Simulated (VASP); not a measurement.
# Al2Cl: structure and properties in VASP, part 3 of 5

Wanted: the relaxed cell of Al2Cl and its properties. The cell is invented: other elements were put on sites of a known structure type. It may not be a known or stable phase.

VASP 6.6.1, plane waves and PAW; the level of theory is named at each step.

Still holding for the runs below: This run has no spin polarisation. Its electron count is odd, so without a moment it is a metal by construction.

So far. Step 3 (Relaxing cell and atoms (revTPSS + D4)): It ends with forces that vanish by symmetry and a pressure of 0.00 GPa. Step 4 (Single point with fields (revTPSS + D4)): In this run the pressure is 0.00 GPa, small enough to go on. The relaxed cell has a = 6.960 Å (conventional setting).

**5. Band structure (revTPSS + D4)**

Level of this step: revTPSS with D4; plane waves and PAW (Al, Cl); invented cell (VASP).

The mesh alone shows little of the dispersion and can miss band extrema, so KPOINTS_OPT adds a path through the symmetry points after the self-consistent cycle.

Contents of INCAR:

```
SYSTEM = Al2Cl
PREC = Accurate
ENCUT = 400
EDIFF = 1E-06
NELM = 100
ISMEAR = 0
SIGMA = 0.05
LREAL = .FALSE.
ALGO = Normal
METAGGA = RTPSS
IVDW = 13
VDW_S6 = 1
VDW_S8 = 1.53089454
VDW_A1 = 0.44880597
VDW_A2 = 4.64042317
LASPH = .TRUE.
NBANDS = 19
LORBIT = 11
LWAVE = .FALSE.
LCHARG = .FALSE.
```

Contents of POSCAR:

```
Al2Cl
1.0
    0.0000000000      3.4802119082      3.4802119082
    3.4802119082      0.0000000000      3.4802119082
    3.4802119082      3.4802119082      0.0000000000
Al Cl
2 1
Direct
    0.2500000000      0.2500000000      0.2500000000
    0.7500000000      0.7500000000      0.7500000000
    0.0000000000      0.0000000000      0.0000000000
```

Contents of KPOINTS:

```
Automatic mesh
0
Gamma
6 6 6
0 0 0
```

Contents of KPOINTS_OPT:

```
Line mode
16
Line-mode
Reciprocal
  0.00000000   0.00000000   0.00000000 GAMMA
  0.50000000   0.00000000   0.50000000 X

  0.50000000   0.00000000   0.50000000 X
  0.50000000   0.25000000   0.75000000 W

  0.50000000   0.25000000   0.75000000 W
  0.37500000   0.37500000   0.75000000 K

  0.37500000   0.37500000   0.75000000 K
  0.00000000   0.00000000   0.00000000 GAMMA

  0.00000000   0.00000000   0.00000000 GAMMA
  0.50000000   0.50000000   0.50000000 L

  0.50000000   0.50000000   0.50000000 L
  0.62500000   0.25000000   0.62500000 U

  0.62500000   0.25000000   0.62500000 U
  0.50000000   0.25000000   0.75000000 W

  0.50000000   0.25000000   0.75000000 W
  0.50000000   0.50000000   0.50000000 L

  0.50000000   0.50000000   0.50000000 L
  0.37500000   0.37500000   0.75000000 K

  0.62500000   0.25000000   0.62500000 U
  0.50000000   0.00000000   0.50000000 X
```

The projector-augmented-wave data sets are Al and Cl (PBE family, release 64).

The run is started by

```
$ mpirun -np 1 vasp_std
```

The log of the run:

```text
[... set-up lines as in an earlier step ...]
 entering main loop
       N       E                     dE             d eps       ncg     rms          rms(c)
DAV:   1     0.283985540859E+02    0.28399E+02   -0.35897E+03   608   0.430E+02
DAV:   2    -0.807221059056E+01   -0.36471E+02   -0.31214E+02   865   0.106E+02
DAV:   3    -0.123442683058E+02   -0.42721E+01   -0.42198E+01   824   0.312E+01
DAV:   4    -0.124061031865E+02   -0.61835E-01   -0.61809E-01   834   0.485E+00
DAV:   5    -0.124078025428E+02   -0.16994E-02   -0.16993E-02   850   0.765E-01    0.876E+00
DAV:   6    -0.116269851112E+02    0.78082E+00   -0.92954E+00   608   0.219E+01    0.448E+00
DAV:   7    -0.116088449495E+02    0.18140E-01   -0.31822E-01   787   0.257E+00    0.273E+00
DAV:   8    -0.116179925880E+02   -0.91476E-02   -0.44414E-02   691   0.951E-01    0.113E+00
DAV:   9    -0.116120157563E+02    0.59768E-02   -0.11320E-02   713   0.453E-01    0.735E-01
DAV:  10    -0.116127065605E+02   -0.69080E-03   -0.47911E-03   688   0.313E-01    0.236E-01
DAV:  11    -0.116126750264E+02    0.31534E-04   -0.16775E-04   732   0.711E-02    0.183E-01
DAV:  12    -0.116126886500E+02   -0.13624E-04   -0.28255E-05   677   0.290E-02    0.279E-02
DAV:  13    -0.116126883661E+02    0.28398E-06   -0.21664E-06   741   0.777E-03
   1 F= -.12884976E+02 E0= -.12884147E+02  d E =-.165659E-02
 Start KPOINTS_OPT (optional k-point list driver)
k-point batch [1-16\160]
       N       E                     dE             ncg
DAV:   1    -0.710934070939E+02   -0.31924E+04      608
DAV:   2    -0.519466561502E+03   -0.44837E+03      827
DAV:   3    -0.557877839010E+03   -0.38411E+02      682
DAV:   4    -0.558188382697E+03   -0.31054E+00      759
DAV:   5    -0.558193928154E+03   -0.55455E-02      742
DAV:   6    -0.558194077173E+03   -0.14902E-03      791
DAV:   7    -0.558194081543E+03   -0.43701E-05      734
DAV:   8    -0.558194081670E+03   -0.12673E-06      490
[...]
k-point batch [145-160\160]
       N       E                     dE             ncg
DAV:   1    -0.127878549032E+03   -0.53367E+04      608
DAV:   2    -0.534450037633E+03   -0.40657E+03      790
DAV:   3    -0.567569753359E+03   -0.33120E+02      745
DAV:   4    -0.567875858414E+03   -0.30611E+00      818
DAV:   5    -0.567881515982E+03   -0.56576E-02      769
DAV:   6    -0.567881680311E+03   -0.16433E-03      866
DAV:   7    -0.567881686132E+03   -0.58210E-05      713
DAV:   8    -0.567881686317E+03   -0.18478E-06      695
```

Run time: 1.8 min. Hardware: 1 MPI rank of Intel Xeon 6975P-C (Granite Rapids), shared host; peak memory 0.17 GiB.

From OUTCAR (step 5):

```text
   k-points           NKPTS =     16   k-points in BZ     NKDIM =     16   number of bands    NBANDS=     19

   NELECT =      13.0000    total number of electrons

 E-fermi :   3.5407

 k-point     2 :       0.1667    0.0000    0.0000
  band No.  band energies     occupation
    ...
      2      -2.7931      2.00000
      3      -1.4578      2.00000
      4      -1.4578      2.00000
      5      -0.8481      2.00000
      6       1.8811      2.00000
      7       4.0067      0.00000
      8       4.0067      0.00000
      9       5.0660      0.00000
     10       6.7376      0.00000
     11       6.7376      0.00000
    ...

  DFT-D4 for vdW energy calculation

  Edisp (eV):   -1.27229

  Total      -0.00056    -0.00056    -0.00056     0.00000     0.00000    -0.00000
  in kB      -0.01071    -0.01071    -0.01071     0.00000     0.00000    -0.00000
  external pressure =       -0.01 kB  Pullay stress =        0.00 kB

 POSITION                                       TOTAL-FORCE (eV/Angst)
 -----------------------------------------------------------------------------------
      1.74011      1.74011      1.74011         0.000000     -0.000000      0.000000
      5.22032      5.22032      5.22032        -0.000000     -0.000000     -0.000000
      0.00000      0.00000      0.00000         0.000000      0.000000      0.000000
 -----------------------------------------------------------------------------------
    total drift:                                0.000000     -0.000000      0.000000

  FREE ENERGIE OF THE ION-ELECTRON SYSTEM (eV)
  ---------------------------------------------------
  free  energy   TOTEN  =       -12.8849755105 eV

  energy  without entropy=      -12.8833189181  energy(sigma->0) =      -12.88414721

[... 9 parts as in an earlier step ...]

[... 7 further parts left out ...]
```

Numbers from this step:

* bands: 19
* pressure: -0.001071 GPa

The electronic bands at the labelled points (eV, zero at the Fermi level; # counts the bands kept):

| point | #3 | #4 | #5 | #6 | #7 | #8 | #9 | #10 |
| --- | --- | --- | --- | --- | --- | --- | --- | --- |
| Γ | -4.94 | -4.94 | -0.76 | 0.27 | 0.27 | 0.27 | 4.18 | 4.18 |
| 0.47 of the way | -5.21 | -3.51 | -2.42 | 0.77 | 0.77 | 0.91 | 3.07 | 5.10 |
| X | -5.50 | -3.26 | -1.72 | -1.22 | 1.59 | 1.59 | 4.54 | 4.96 |
| 0.53 of the way | -5.55 | -2.73 | -1.43 | -1.30 | 0.77 | 1.85 | 3.77 | 5.09 |
| W | -5.58 | -1.97 | -1.97 | -0.44 | -0.32 | 2.57 | 2.57 | 5.24 |
| 0.47 of the way | -5.51 | -2.42 | -1.68 | -0.78 | 0.28 | 2.05 | 3.05 | 5.11 |
| K | -5.39 | -2.74 | -1.54 | -0.91 | 0.90 | 1.52 | 3.36 | 4.82 |
| 0.53 of the way | -5.04 | -3.65 | -2.10 | 0.33 | 0.96 | 2.05 | 2.75 | 2.75 |
| Γ | -4.94 | -4.94 | -0.76 | 0.27 | 0.27 | 0.27 | 4.18 | 4.18 |
| 0.47 of the way | -5.04 | -4.19 | -1.84 | 0.60 | 0.60 | 1.93 | 2.95 | 2.95 |
| L | -5.15 | -4.29 | -1.23 | 0.74 | 0.74 | 1.93 | 3.09 | 3.09 |
| 0.47 of the way | -5.23 | -3.38 | -1.51 | -0.02 | 1.06 | 1.63 | 2.98 | 3.43 |
| U | -5.39 | -2.74 | -1.54 | -0.91 | 0.90 | 1.52 | 3.36 | 4.82 |
| 0.47 of the way | -5.49 | -2.49 | -1.64 | -0.81 | 0.38 | 1.97 | 3.11 | 5.07 |
| W | -5.58 | -1.97 | -1.97 | -0.44 | -0.32 | 2.57 | 2.57 | 5.24 |
| 0.47 of the way | -5.32 | -2.97 | -1.66 | -0.18 | 0.73 | 1.79 | 2.75 | 4.24 |
| L | -5.15 | -4.29 | -1.23 | 0.74 | 0.74 | 1.93 | 3.09 | 3.09 |
| 0.47 of the way | -5.23 | -3.38 | -1.51 | -0.02 | 1.06 | 1.63 | 2.98 | 3.43 |
| K | -5.39 | -2.74 | -1.54 | -0.91 | 0.90 | 1.52 | 3.36 | 4.82 |
| jump to U | -5.39 | -2.74 | -1.54 | -0.91 | 0.90 | 1.52 | 3.36 | 4.82 |
| 0.53 of the way | -5.47 | -3.05 | -1.54 | -1.29 | 1.34 | 1.57 | 4.41 | 4.92 |
| X | -5.50 | -3.26 | -1.72 | -1.22 | 1.59 | 1.59 | 4.54 | 4.96 |

Of the projections kept (Al, Cl), the largest for each band there; the rest of the weight can lie on other orbitals:

| point | #3 | #4 | #5 | #6 | #7 | #8 | #9 | #10 |
| --- | --- | --- | --- | --- | --- | --- | --- | --- |
| Γ | Cl 0.99 | Cl 0.99 | Al 1.00 | Al 1.00 | Al 1.00 | Al 1.00 | Al 1.00 | Al 1.00 |
| X | Cl 0.95 | Al 1.00 | Al 0.82 | Cl 0.69 | Cl 0.56 | Cl 0.56 | Cl 0.53 | Al 1.00 |
| W | Cl 0.94 | Cl 0.55 | Cl 0.55 | Cl 0.68 | Al 0.79 | Al 0.66 | Al 0.66 | Al 1.00 |
| K | Cl 0.95 | Al 0.66 | Cl 0.64 | Cl 0.52 | Al 0.64 | Cl 0.52 | Al 1.00 | Al 0.86 |
| Γ | Cl 0.99 | Cl 0.99 | Al 1.00 | Al 1.00 | Al 1.00 | Al 1.00 | Al 1.00 | Al 1.00 |
| L | Cl 0.97 | Al 0.90 | Cl 0.68 | Al 1.00 | Al 1.00 | Al 0.92 | Al 0.64 | Al 0.64 |

There is no gap at this level.

Of the bands kept, 2 cross the Fermi level on this path.

**6. Total and projected DOS (revTPSS + D4)**

Here the states are counted by energy and projected on the atoms. The mesh is finer than in the run before.

INCAR: that of step 5 with these lines changed.

```diff
@@ -5,3 +5,3 @@
 NELM = 100
-ISMEAR = 0
+ISMEAR = -5
 SIGMA = 0.05
@@ -20 +20,2 @@
 LCHARG = .FALSE.
+NEDOS = 2001
```

POSCAR is that of step 5.

Contents of KPOINTS:

```
Automatic mesh
0
Gamma
8 8 8
0 0 0
```

The run is started by

```
$ mpirun -np 1 vasp_std
```

The log of the run:

```text
[... set-up lines as in an earlier step ...]
 entering main loop
       N       E                     dE             d eps       ncg     rms          rms(c)
DAV:   1     0.279095001705E+02    0.27910E+02   -0.35765E+03  1102   0.428E+02
DAV:   2    -0.821171004544E+01   -0.36121E+02   -0.30841E+02  1569   0.105E+02
DAV:   3    -0.123584281389E+02   -0.41467E+01   -0.40942E+01  1513   0.308E+01
DAV:   4    -0.124173457288E+02   -0.58918E-01   -0.58914E-01  1513   0.479E+00
DAV:   5    -0.124188624338E+02   -0.15167E-02   -0.15176E-02  1533   0.735E-01    0.878E+00
DAV:   6    -0.116361709659E+02    0.78269E+00   -0.92489E+00  1102   0.219E+01    0.454E+00
DAV:   7    -0.116178219899E+02    0.18349E-01   -0.32353E-01  1452   0.260E+00    0.276E+00
DAV:   8    -0.116272225067E+02   -0.94005E-02   -0.46212E-02  1276   0.964E-01    0.112E+00
DAV:   9    -0.116208554075E+02    0.63671E-02   -0.11710E-02  1285   0.463E-01    0.739E-01
DAV:  10    -0.116215569669E+02   -0.70156E-03   -0.50636E-03  1272   0.321E-01    0.240E-01
DAV:  11    -0.116215275464E+02    0.29421E-04   -0.17286E-04  1294   0.719E-02    0.189E-01
DAV:  12    -0.116215468795E+02   -0.19333E-04   -0.29155E-05  1233   0.295E-02    0.295E-02
DAV:  13    -0.116215465621E+02    0.31735E-06   -0.24422E-06  1344   0.805E-03
   1 F= -.12893834E+02 E0= -.12893834E+02  d E =0.000000E+00
 -----------------------------------------------------------------------------
|                                                                             |
|           W    W    AA    RRRRR   N    N  II  N    N   GGGG   !!!           |
|           W    W   A  A   R    R  NN   N  II  NN   N  G    G  !!!           |
|           W    W  A    A  R    R  N N  N  II  N N  N  G       !!!           |
|           W WW W  AAAAAA  RRRRR   N  N N  II  N  N N  G  GGG   !            |
|           WW  WW  A    A  R   R   N   NN  II  N   NN  G    G                |
|           W    W  A    A  R    R  N    N  II  N    N   GGGG   !!!           |
|                                                                             |
|     Tetrahedron method does not include variations of the Fermi             |
|     occupations, so forces and stress will be inaccurate. We suggest        |
|     using a different smearing scheme ISMEAR = 1 or 2 for metals in         |
|     relaxations.                                                            |
|                                                                             |
 -----------------------------------------------------------------------------
```

The job ended after 37 s (1 MPI rank; peak memory 0.18 GiB).

OUTCAR, selected parts (step 6):

```text
   k-points           NKPTS =     29   k-points in BZ     NKDIM =     29   number of bands    NBANDS=     19

   NELECT =      13.0000    total number of electrons

 E-fermi :   3.4773

 k-point     1 :       0.0000    0.0000    0.0000
  band No.  band energies     occupation
    ...
      2      -2.3016      2.00000
      3      -1.3988      2.00000
      4      -1.3988      2.00000
      5      -1.3988      2.00000
      6       2.7771      2.00000
      7       3.8107      0.00000
      8       3.8107      0.00000
      9       3.8107      0.00000
     10       7.7205      0.00000
     11       7.7205      0.00000
    ...

  DFT-D4 for vdW energy calculation

  Edisp (eV):   -1.27229

  Total       0.00370     0.00370     0.00370    -0.00000     0.00000    -0.00000
  in kB       0.07033     0.07033     0.07033    -0.00000     0.00000    -0.00000
  external pressure =        0.07 kB  Pullay stress =        0.00 kB

 POSITION                                       TOTAL-FORCE (eV/Angst)
 -----------------------------------------------------------------------------------
      1.74011      1.74011      1.74011         0.000000      0.000000      0.000000
      5.22032      5.22032      5.22032        -0.000000     -0.000000      0.000000
      0.00000      0.00000      0.00000        -0.000000     -0.000000     -0.000000
 -----------------------------------------------------------------------------------
    total drift:                                0.000000      0.000000      0.000000

  FREE ENERGIE OF THE ION-ELECTRON SYSTEM (eV)
  ---------------------------------------------------
  free  energy   TOTEN  =       -12.8938337066 eV

  energy  without entropy=      -12.8938337066  energy(sigma->0) =      -12.89383371

[... 6 parts as in an earlier step ...]

[... 10 further parts left out ...]
```

With tetrahedra the forces and stress of a metal are not exact derivatives of the energy.

This step gave:

| Quantity | Value |
| --- | --- |
| irreducible k-points | 29 |
| free energy (TOTEN) | -12.89 eV |
| Fermi energy | 3.477 eV |
| pressure | 0.007033 GPa |
| DOS at the Fermi level | 1.378 states/eV/cell |

The density of states has structure finer than the step of the table below, so its rows give means over 1 eV, whole bins alone (the curve runs from -12.0 to 4.82 eV). Peaks (eV: height): total -6.8: 8.98, -5.1: 6.32, -1.7: 3.52, 1.1: 4.32; Cl p -6.8: 2.34, -5.1: 3.41, -1.7: 1.02; Al p 0.5: 0.464, 1.0: 0.686, 2.1: 0.437, 2.9: 0.493; Al s -6.8: 1.13, -6.1: 0.255, -2.9: 0.526, -1.7: 0.807.

States under -12.0 eV and over 4.8 eV are left out. The density of states by energy, zero at the Fermi level; means over each step; values in states/eV/cell:

| energy (eV) | total | Cl p | Al p | Al s |
| --- | --- | --- | --- | --- |
| -8 | 0 | 0 | 0 | 0 |
| -7 | 1.87 | 0.488 | 0.0134 | 0.235 |
| -6 | 1.50 | 0.532 | 0.0207 | 0.123 |
| -5 | 2.69 | 1.38 | 0.0489 | 0.0203 |
| -4 | 0.500 | 0.128 | 0.00872 | 0.0790 |
| -3 | 1.35 | 0.264 | 0.0243 | 0.293 |
| -2 | 1.98 | 0.484 | 0.0279 | 0.473 |
| -1 | 0.507 | 0.0979 | 0.0291 | 0.0577 |
| 0 | 1.50 | 0.133 | 0.169 | 0.0243 |
| 1 | 2.46 | 0.177 | 0.391 | 0.0271 |
| 2 | 1.77 | 0.131 | 0.284 | 0.0423 |
| 3 | 1.89 | 0.0764 | 0.332 | 0.0671 |
| 4 | 1.49 | 0.0378 | 0.292 | 0.0559 |

The finer mesh and the other smearing move the Fermi level by -0.06 eV from the 6×6×6 run, one measure of the sampling error in the zero of the bands above.

(Continued in part 4 of 5.)

[Lines on the potential files, build, host, timing and source positions are cut from VASP's logs without a mark.]

[Logs are printed without paths, hosts, clocks, repeated set-up lines and the standing remarks that a program may print on its own settings, such as how far it seeks lower states.]

[Hosts, paths, dates, database ids (printed as entryN), source tags and the programs' standing remarks are cut or masked in the printed files.]

[A measured line is paired with the nearest computed mode of its activity, which favours agreement.]
